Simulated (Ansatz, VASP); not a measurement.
# Cross-check of Sn between VASP and Ansatz

Wanted: the spread between two codes on one cell, functional and k mesh. The cell is taken from a series of runs on this material, whose earlier steps may have relaxed, scaled, displaced or heated it; both programs get it as it stands.

Calculated with Ansatz 0.2.0; plane waves, with VASP 6.6.1 beside it; relaxation of cell and atoms at RPBE.

### 1. Set-up

Symmetry: I4_1/amd, No. 141, tetragonal system. Conventional cell: a = 5.992 Å, b = 5.992 Å, c = 3.261 Å, α = 90.00°, β = 90.00°, γ = 90.00°. Sn has 6 Sn at 3.11 to 3.26 Å nearest.

### 2. VASP: relaxation of cell and atoms, RPBE

The relaxed volume is the usual yardstick between codes: in a stiff, nearly cubic crystal its relative difference is about their pressure difference at one cell divided by the bulk modulus.

Lines of VASP's logs that name or quote its potential files are left out, and so is its time.

INCAR

```
SYSTEM = Sn
PREC = Accurate
ENCUT = 500
EDIFF = 1E-07
NELM = 120
ISMEAR = 1
SIGMA = 0.2
LREAL = .FALSE.
ALGO = Normal
GGA = RP
NBANDS = 20
LORBIT = 11
LWAVE = .FALSE.
LCHARG = .FALSE.
ISIF = 3
IBRION = 2
NSW = 80
EDIFFG = -0.005
LASPH = .TRUE.
GGA_COMPAT = .FALSE.
NELMIN = 4
```

POSCAR

```
Sn
1.0
   -2.9961610000      2.9961610000      1.6305000000
    2.9961610000     -2.9961610000      1.6305000000
    2.9961610000      2.9961610000     -1.6305000000
Sn
2
Direct
    0.7500000000      0.2500000000      0.5000000000
    0.0000000000      0.0000000000      0.0000000000
```

KPOINTS

```
Automatic mesh
0
Gamma
18 18 18
0 0 0
```

The projector-augmented-wave data sets are Sn_d (PBE family, release 64).

Started as:

```console
mpirun -np 1 vasp_std
```

Numbers of over 12 decimals in the logs are rounded to 6 here.

Output:

```text
[banner, memory and clock lines left out]
running    1 mpi-ranks, on    1 nodes
 distrk:  each k-point on    1 cores,    1 groups
 distr:  one band on    1 cores,    1 groups

 POSCAR found type information on POSCAR Sn
 POSCAR found :  1 types and       2 ions
|                                                                             |
|               ----> ADVICE to this user running VASP <----                  |
|                                                                             |
|     You enforced a specific xc type in the INCAR file but a different       |
|     [... a line on the potential file left out ...]
|     I HOPE YOU KNOW WHAT YOU ARE DOING!                                     |
|                                                                             |

 LDA part: xc-table for (Slater+PW92), standard interpolation
 POSCAR, INCAR and KPOINTS ok, starting setup
 FFT: planning ... GRIDC
 FFT: planning ... GRID_SOFT
 FFT: planning ... GRID
 WAVECAR not read
 entering main loop
       N       E                     dE             d eps       ncg     rms          rms(c)
DAV:   1     0.215111766622E+03    0.21511E+03   -0.14343E+04 19328   0.207E+03
DAV:   2     0.146137692640E+02   -0.20050E+03   -0.19721E+03 19284   0.447E+02
DAV:   3    -0.618871597539E+01   -0.20802E+02   -0.20604E+02 21980   0.136E+02
DAV:   4    -0.684607645346E+01   -0.65736E+00   -0.65675E+00 21644   0.268E+01
DAV:   5    -0.687317852037E+01   -0.27102E-01   -0.27101E-01 26836   0.511E+00    0.214E+00
DAV:   6    -0.686927524459E+01    0.39033E-02   -0.27444E-02 25728   0.226E+00    0.122E+00
DAV:   7    -0.687124136245E+01   -0.19661E-02   -0.18689E-02 25788   0.187E+00    0.152E-01
DAV:   8    -0.687149470371E+01   -0.25334E-03   -0.19472E-03 22604   0.571E-01    0.412E-02
DAV:   9    -0.687150519430E+01   -0.10491E-04   -0.67238E-05 27064   0.769E-02    0.163E-02
DAV:  10    -0.687150552332E+01   -0.32902E-06   -0.13642E-05 23668   0.493E-02    0.140E-03
DAV:  11    -0.687150609071E+01   -0.56739E-06   -0.70325E-07 22656   0.118E-02    0.126E-03
DAV:  12    -0.687150561438E+01    0.47633E-06   -0.93225E-08 14204   0.387E-03    0.423E-04
DAV:  13    -0.687150567307E+01   -0.58699E-07   -0.12901E-08 12132   0.146E-03
   1 F= -.68715057E+01 E0= -.68711955E+01  d E =-.687151E+01
 curvature:   0.00 expect dE= 0.000E+00 dE for cont linesearch  0.000E+00
 trial: gam= 0.00000 g(F)=  0.171E-49 g(S)=  0.124E-04 ort = 0.000E+00 (trialstep = 0.100E+01)
 search vector abs. value=  0.124E-04
 bond charge predicted
       N       E                     dE             d eps       ncg     rms          rms(c)
DAV:   1    -0.687176164436E+01   -0.25603E-03   -0.53994E-03 22236   0.116E+00    0.850E-02
DAV:   2    -0.687155617846E+01    0.20547E-03   -0.33930E-04 22956   0.293E-01    0.387E-02
DAV:   3    -0.687150928787E+01    0.46891E-04   -0.13962E-04 26328   0.179E-01    0.500E-03
DAV:   4    -0.687151025613E+01   -0.96826E-06   -0.57724E-06 21892   0.287E-02    0.153E-03
DAV:   5    -0.687151083940E+01   -0.58327E-06   -0.28777E-07 19548   0.521E-03    0.765E-04
DAV:   6    -0.687151099055E+01   -0.15115E-06   -0.59694E-08 11272   0.379E-03    0.312E-04
DAV:   7    -0.687151103117E+01   -0.40618E-07   -0.11618E-08 10832   0.140E-03
   2 F= -.68715110E+01 E0= -.68712042E+01  d E =-.535809E-05
 trial-energy change:   -0.000005  1 .order   -0.000005   -0.000012    0.000003
 step:   0.8527(harm=  0.8301)  dis= 0.00000  next Energy=    -6.871511 (dE=-0.554E-05)
 reached required accuracy - stopping structural energy minimisation
```

Parts of OUTCAR (step 2):

```text
ion  position               nearest neighbor table
   1  0.750  0.250  0.500-   2 3.11   2 3.11   2 3.11   2 3.11
   2  0.000  0.000  0.000-   1 3.11   1 3.11   1 3.11   1 3.11

  LATTYP: Found a body centered tetragonal cell.
 ALAT       =     5.9923220000
 C/A-ratio  =     0.5441963900

 Subroutine GETGRP returns: Found 16 space group operations
 (whereof  8 operations were pure point group operations)

The static configuration has the point symmetry D_2d.
 The point group associated with its full space group is D_4h.

 Found    480 irreducible k-points:

   k-points           NKPTS =    480   k-points in BZ     NKDIM =    480   number of bands    NBANDS=     20

   dimension x,y,z NGX =    36 NGY =   36 NGZ =   36
   dimension x,y,z NGXF=    72 NGYF=   72 NGZF=   72

   ENCUT  =  500.0 eV  36.75 Ry    6.06 a.u.   8.28  8.28  8.28*2*pi/ulx,y,z

   NELECT =      28.0000    total number of electrons

 k-points in reciprocal lattice and weights: Automatic mesh
   0.00000000  0.00000000  0.00000000       0.000
   0.05555556 -0.00000000  0.00000000       0.001
   0.11111111 -0.00000000  0.00000000       0.001
   0.16666667  0.00000000 -0.00000000       0.001
   0.22222222  0.00000000 -0.00000000       0.001
   0.27777778  0.00000000 -0.00000000       0.001
   0.33333333  0.00000000 -0.00000000       0.001
   0.38888889  0.00000000  0.00000000       0.001
   0.44444444  0.00000000 -0.00000000       0.001
[...]
-0.44444444 -0.44444444  0.44444444       0.000
   0.50000000  0.50000000  0.50000000       0.000

 average (electrostatic) potential at core
       1 -99.9706       2 -99.9706

 E-fermi :   7.1994

 k-point     1 :       0.0000    0.0000    0.0000
  band No.  band energies     occupation
    ...
     10     -14.0348      2.00000
     11      -3.3821      2.00000
     12       3.3921      2.00000
     13       5.4112      2.00000
     14       5.4112      2.00000
     15      10.2552     -0.00000
     16      13.0750      0.00000
     17      13.0750      0.00000
     18      13.5931      0.00000
     19      13.6982      0.00000
    ...

 k-point     2 :       0.0556   -0.0000    0.0000
  band No.  band energies     occupation
    ...
     10     -14.0365      2.00000
     11      -3.3247      2.00000
     12       3.3248      2.00000
     13       5.4158      2.00000
     14       5.5872      2.00000
     15      10.3538     -0.00000
     16      12.7397      0.00000
     17      13.0752      0.00000
     18      13.1468      0.00000
     19      13.2059      0.00000
    ...

 k-point     3 :       0.1111   -0.0000    0.0000
  band No.  band energies     occupation
    ...
     10     -14.0413      2.00000
     11      -3.1526      2.00000
     12       3.1837      2.00000
     13       5.4339      2.00000
     14       6.0497      2.00000
     15      10.6417     -0.00000
     16      11.6438      0.00000
     17      12.0297      0.00000
     18      12.6197      0.00000
     19      13.0262      0.00000
    ...

  Total        0.0020683      0.0020683      0.0052781      0.0000000      0.0000000      0.0000000
  in kB        0.0566510      0.0566510      0.1445696      0.0000000      0.0000000      0.0000000
  external PRESSURE =       0.0859572 kB  Pullay stress =       0.0000000 kB

  energy-cutoff  :      500.00
  volume of cell :       58.49
      direct lattice vectors                 reciprocal lattice vectors
    -2.995082246  2.995082246  1.630179199     0.000000000  0.166940324  0.306714747
     2.995082246 -2.995082246  1.630179199     0.166940324  0.000000000  0.306714747
     2.995082246  2.995082246 -1.630179199     0.166940324  0.166940324  0.000000000

 POSITION                                       TOTAL-FORCE (eV/Angst)
 -----------------------------------------------------------------------------------
      0.00000      2.99508      0.81509         0.000000      0.000000     -0.000000
      0.00000      0.00000      0.00000        -0.000000     -0.000000      0.000000
 -----------------------------------------------------------------------------------
    total drift:                               -0.000000      0.000000     -0.000000

  FREE ENERGIE OF THE ION-ELECTRON SYSTEM (eV)
  ---------------------------------------------------
  free  energy   TOTEN  =        -6.8715110312 eV

  energy  without entropy=       -6.8705905160  energy(sigma->0) =       -6.87120419

 reached required accuracy - stopping structural energy minimisation

 total charge
# of ion       s       p       d       tot
------------------------------------------
    1        1.246   0.956   9.964  12.166
    2        1.246   0.956   9.964  12.166
--------------------------------------------------
tot          2.492   1.911  19.928  24.332

[... 3 further parts left out ...]
```

CONTCAR:

```
Sn
   1.00000000000000
    -2.9950822458975579    2.9950822458975579    1.6301791991065715
     2.9950822458975579   -2.9950822458975579    1.6301791991065715
     2.9950822458975579    2.9950822458975579   -1.6301791991065715
  Sn
     2
Direct
     0.7500000000000000    0.2500000000000000    0.5000000000000000
     0.0000000000000000    0.0000000000000000    0.0000000000000000
```

The run keeps the 16 symmetry operations of its start, so it cannot find a distortion of lower symmetry.

### 3. Ansatz: relaxation of cell and atoms, RPBE

Ansatz runs on its default PAW (the set named soft_2) files.

The same cell, functional, mesh and smearing now go to Ansatz, which takes its cutoff from its data sets.

input.yaml

```yaml
crystal:
  lattice:
    - [-2.9961614251, 2.9961614251, 1.6304995628]
    - [2.9961614251, -2.9961614251, 1.6304995628]
    - [2.9961614251, 2.9961614251, -1.6304995628]
  atoms:
    - { symbol: Sn, position: [0.75, 0.25, 0.5] }
    - { symbol: Sn, position: [0.0, 0.0, 0.0] }
kpoints:
  mp_grid: { grid: [18, 18, 18] }
hamiltonian:
  xc: rpbe
scf:
  occupations: { method: methfessel_paxton, width: 0.2 }
output:
  forces: true
  stress: true
  eigenvalues: true
relax:
  adjacent_minimum: "off"
  f_tol: 0.001
  max_steps: 60
  cell: { stress_tol: 0.01 }
```

Started as:

```console
ansatz run input.yaml --threads 4 --pin off --max-ram 14336MiB --backend cpu --events-out ev --progress --plain --runs-dir out
```

Output:

```text
Engine: ansatz 0.2.0, aarch64-unknown-linux-gnu
Pseudopotentials: kind: paw
Pseudopotential: Sn, paw, valence charge 14, recommended cutoff 420 eV (normal), Sn.paw.azcp
Functional definition: RPBE
  parameter kappa = 0.804
  parameter beta = 0.066725
  exchange = rpbe_x(kappa = kappa, mu = beta*pi^2/3)
  correlation = pbe_c(beta = beta)
Crystal: 2 atoms, lattice volume = 58.548 Å³
Basis set: ecut = 420 eV, 1141 PW (Γ), exchange–correlation on 64×64×64 points (8 copies of the dense FFT grid, shifted against one another)
Bands: 18, of which v1, the nominal top of the filled ones, is band 14 counted from 1 (13 counted from 0)
Symmetry: 16 space group operations
Space group: I41/amd (ITA 141), of the structure as read, at distance tolerance 3.9e-5 Å
k-points: 480 of 5832
Non-local potential: Sn, projectors of the file, l = 0: 2, l = 1: 2, l = 2: 2, l = 3: 2
PAW form: soft (Blöchl's): semilocal exchange-correlation on the pseudo side does not see the compensation charge
PAW frozen core: Sn, regenerated for the run's functional, and the local potential with it (the file was generated under x = pbe(κ = 0.804, μ = 0.219515), c = pbe(β = 0.066725))
PAW one-centre angular grid: Sn, 590 points (default); XC on 64 Gauss nodes
Initial density: superposition of atomic densities (neutral atoms: chi_scale 0, normalization atom), corrected by the library's trained network
Initial wavefunctions: pseudopotential atomic-orbital guess
Functional: x = rpbe, c = pbe(β = 0.066725)
SCF iter   1: F=—  HF=-12065.439434 eV  |F-HF|=—  |Δ(HF+E_count)|=         —  Δρ=2.80e-3  dr2=2.07e-3  ethr=1.77e-3  ⟨swp⟩=5.3  Hψ=41633  notcnv=0
preconditioner: auto → Kerker (q_TF=auto, 2.413 Å⁻¹)  [metal: Δε(μ)=0.013 eV  Ē_g=20.044 eV  σ=0.200 eV  W_gap=0.05  n_scr=16 (ndim 8)  ℏωp=25.7 eV  f_vac=0.000  D(μ)=1.14/eV (n_scr^D=4)]
SCF iter   2: F=—  HF=-12065.437864 eV  |F-HF|=—  |Δ(HF+E_count)|=   1.57e-3  S|Δr|=    0.00e0  Δρ=1.15e-3  dr2=3.97e-4  ethr=7.40e-6  ⟨swp⟩=2.1  Hψ=18533  notcnv=0
SCF iter   3: F=—  HF=-12065.437912 eV  |F-HF|=—  |Δ(HF+E_count)|=   4.77e-5  S|Δr|=    0.00e0  Δρ=4.75e-4  dr2=8.24e-5  ethr=1.42e-6  ⟨swp⟩=1.0  Hψ=8626  notcnv=0
SCF iter   4: F=—  HF=-12065.437925 eV  |F-HF|=—  |Δ(HF+E_count)|=   1.30e-5  S|Δr|=    0.00e0  Δρ=7.69e-5  dr2=4.87e-6  ethr=2.94e-7  ⟨swp⟩=2.5  Hψ=10309  notcnv=0
SCF iter   5: F=—  HF=-12065.437925 eV  |F-HF|=—  |Δ(HF+E_count)|=   6.84e-7  S|Δr|=    0.00e0  Δρ=1.90e-5  dr2=2.68e-7  ethr=1.74e-8  ⟨swp⟩=2.1  Hψ=10975  notcnv=0
SCF iter   6: F=-12065.437925 eV  HF=-12065.437925 eV  |F-HF|=2.08e-9  |Δ(HF+E_count)|=   9.32e-8  S|Δr|=    0.00e0  Δρ=4.74e-6  dr2=1.21e-8  ethr=3.57e-10  ⟨swp⟩=6.2  Hψ=41393  notcnv=0
SCF 1 converged in 6 iterations: F = -12065.437925 eV  dr2 = 1.21e-8
  greatest PAW one-centre occupation: 0.991 electrons in one spin orbital (limit 2), on the Sn atom at site 1 (counted from 0), in its partial waves of l = 2
relax step   1: F+E_penalty+E_count = -12065.43792532 eV  Δ(F+E_penalty+E_count) = +0.000e0 eV  max|allowed force component| = 3.469e-18 eV/Å  Δτ_max = 0.0000 Å  P = -0.005 GPa  Ω = 58.548 Å³  (6 SCF iters, dr2 threshold 1.00e-7 eV, accepted)
[...]
relax step   2: F+E_penalty+E_count = -12065.43792905 eV  Δ(F+E_penalty+E_count) = -3.724e-6 eV  max|allowed force component| = 1.388e-17 eV/Å  Δτ_max = 0.0000 Å  P = +0.002 GPa  Ω = 58.539 Å³  energy of the carried Pulay correction = +1.726e-6 eV  (4 SCF iters, dr2 threshold 6.22e-10 eV, accepted)
[...]
relax step   3: F+E_penalty+E_count = -12065.43792785 eV  Δ(F+E_penalty+E_count) = +1.197e-6 eV  max|allowed force component| = 1.388e-17 eV/Å  Δτ_max = 0.0000 Å  P = -0.003 GPa  Ω = 58.546 Å³  energy of the carried Pulay correction = +7.809e-8 eV  (3 SCF iters, dr2 threshold 3.09e-10 eV, accepted)
[...]
relax step   4: F+E_penalty+E_count = -12065.43792746 eV  Δ(F+E_penalty+E_count) = +3.847e-7 eV  max|allowed force component| = 1.388e-17 eV/Å  Δτ_max = 0.0000 Å  P = -0.003 GPa  Ω = 58.546 Å³  stress off target by 4.42e-3 GPa  SCF on the basis re-selected at this cell (its energy is not comparable with the rows above)  (5 SCF iters)
basis re-selected at this cell: Δ(F+E_penalty+E_count) = +3.847e-7 eV, ΔP = +0.000 GPa vs the last step (what re-selecting the basis moved, of the pressure what is left beyond the Pulay correction that the steps carried, after the strain that the cell walked since its last selection, with what the two solves' SCF thresholds leave and, on support functions, any second-order correction that the steps lacked; it is no m [...]
SCF converged after 5 iterations
Stability not checked: this state was not tested for a lower state beside it, because cold or Methfessel-Paxton smearing, or corrected tetrahedra, fill the levels in a way that the test cannot read (fill_not_monotonic; see scf.lower_state_search)
Free energy (F): -12065.437927 eV
Harris-Foulkes:  -12065.437927 eV  (|F-HF|=0.00e0)
Internal energy: -12065.437031 eV  (E = F + TS)
E sigma→0 (E₀):  -12065.437703 eV
Entropy (-TS):   -0.000897 eV (-0.448 meV/atom)
Fermi energy:    9.757580 eV
--- Per-component energies (eV) ---
  E_band       = -190.187085
  E_kinetic    = 370.709931
  E_local      = -1801.897404  (includes V_loc(G=0)·N_el)
  E_nonlocal   = -66.270321
  E_hartree    = 1103.300845
  E_xc         = -765.469367
  E_vxc        = -189.486510  (∫ρ·V_xc dr)
  E_paw        = -8288.364203  (= ΣΔE_a)
  E_vpaw       = -709.844519  (= ΣTr[D̂ρ^β])
  E_aug_tail   = -0.000001  (compensation charges beyond the density's cutoff)
  E_ewald      = -2617.499065
  E_core_change = 0.052555  (= ΣΔE_core)
  E_smearing   = -0.000897  (= −TS)
  E_closure    = 0.000000  (closes the sum)
  Σ components = -12065.437927   (vs F -12065.437927, Δ=0.00e0)
--- Forces (eV/Å), atoms counted from 1 ---
  atom   1  Sn     0.00000000    -0.00000000     0.00000000
  atom   2  Sn     0.00000000     0.00000000    -0.00000000
  max |Σ_I F_I| component: 1.56e-17 eV/Å
--- Stress (GPa, compression-positive) ---
       -0.002439       0.000000       0.000000
        0.000000      -0.002439      -0.000000
        0.000000      -0.000000      -0.004421
  P = ⅓ Tr σ = -0.0031 GPa (-0.031 kbar)
--- Band table (eV; the first three rows and the last of 480) ---
  k-point 0: bands = [... 10 lower, -0.8182, 5.9535, 7.9727, 7.9727, 12.8165, 15.6343, 15.6343, 16.1382]
  k-point 1: bands = [... 10 lower, -0.7922, 5.7468, 8.0034, 8.1313, 12.9378, 15.3262, 15.4762, 16.2104]
  k-point 2: bands = [... 10 lower, -0.7141, 5.2641, 8.0952, 8.4760, 13.2954, 14.7447, 15.0679, 16.1199]
  k-point 479: bands = [... 10 lower, 2.4257, 2.4257, 5.3620, 5.3620, 14.5640, 14.5640, 18.4706, 18.4706]
--- Relaxed structure (3 steps of the walk, 3 accepted, 1 SCFs on fresh bases) ---
  F+E_penalty+E_count = -12065.43792746 eV   max|allowed force component| = 1.388e-17 eV/Å   (the final SCF, on the basis selected at the relaxed cell)
  cell:  # Å, volume = 58.5461 Å³
    - [-2.995460, 2.995460, 1.631214]
    - [2.995460, -2.995460, 1.631214]
    - [2.995460, 2.995460, -1.631214]
  atoms:
    - { symbol: Sn, position: [0.75, 0.250000, 0.500000] }
    - { symbol: Sn, position: [0.0, 0.0, 0.0] }
```

Reading the cycles: dr2 is the Hartree energy of the density residual (eV), the measure of convergence; HF is the Harris–Foulkes estimate of the energy, which meets the free energy F at convergence.

### 4. Differences

Known differences besides the potentials themselves: the cutoff is 420 eV in Ansatz and 500 eV in VASP; Ansatz makes its cores anew for this functional, VASP keeps those of its PBE data sets; Ansatz adds a Pulay correction to the stress that steers its cell, VASP none. Total energies have different zeros and are not compared.

Compared:

| quantity | Ansatz | VASP | difference |
| --- | --- | --- | --- |
| volume (Å³) | 58.55 | 58.49 | +0.09 % |
| edge a after relaxation, in the typed setting (Å) | 4.539 | 4.539 | +0.02 % |

### 5. Summary of results

```json
{"difference in volume (relaxation of cell and atoms, RPBE)": "0.089 %"}
```

What this shows: The difference in volume is 0.089 % (relaxation of cell and atoms, RPBE), within the 1.2 % picked in this series as the mark of a large difference, as far as the stopping tolerances let one tell. Such differences can come from data sets, numerical settings and the points named under the comparisons, not from the functional's error against experiment.

[Lines on the potential files, build, host, timing and source positions are cut from VASP's logs without a mark.]

[Logs are printed without paths, hosts, clocks, repeated set-up lines and the standing remarks that a program may print on its own settings, such as how far it seeks lower states.]

[Hosts, paths, dates, database ids (printed as entryN), source tags and the programs' standing remarks are cut or masked in the printed files.]
